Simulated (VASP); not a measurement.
An input for Ansatz (written as the equivalent of a VASP run, and not itself run):

Ansatz 0.2 input:
```yaml
crystal:
  lattice:
    - [0.0000000, 3.1980133, 3.1980133]
    - [3.1980133, 0.0000000, 3.1980133]
    - [3.1980133, 3.1980133, 0.0000000]
  atoms:
    - { symbol: Na, position: [0.0000000, 0.0000000, 0.0000000] }
    - { symbol: I, position: [0.5000000, 0.5000000, 0.5000000] }
kpoints:
  mp_grid: { grid: [8, 8, 8] }
hamiltonian:
  xc: pbesol
  pseudopotentials: { kind: paw }
scf:
  occupations: { method: gaussian, width: 0.05 }
  max_iter: 100
output: { forces: true, stress: true, eigenvalues: true }
```

**Question.** Write the VASP files for the same calculation (PBEsol).

**Answer.** One answer among several that fit: 
KPOINTS:
```
Automatic
0
Gamma
8 8 8
```

**POSCAR**
```
NaI
1
    0.0000000000     3.1980132894     3.1980132894
    3.1980132894     0.0000000000     3.1980132894
    3.1980132894     3.1980132894     0.0000000000
Na I
1 1
Direct
  0.0000000000   0.0000000000   0.0000000000
  0.5000000000   0.5000000000   0.5000000000
```

INCAR:
```
SYSTEM = NaI
PREC = Accurate
ENCUT = 480
EDIFF = 1E-7
NELM = 100
ALGO = Normal
LREAL = .FALSE.
LASPH = .TRUE.
ISMEAR = 0
SIGMA = 0.05
GGA = PS
LMAXMIX = 4
LWAVE = .FALSE.
LCHARG = .FALSE.
ISIF = 2
```

POTCAR, in this order: Na_pv I (PBE.64 set). Program: vasp_std.

What does not carry over: each code has its own PAW files, so the cut-off isn't converted (ENCUT is set for VASP's; basis.ecutwfc is left out, and Ansatz then takes the one that its files recommend); Ansatz stops its SCF on the density residual and VASP on the energy change (EDIFF).

The compound is NaI in the rock salt structure. It was relaxed first.
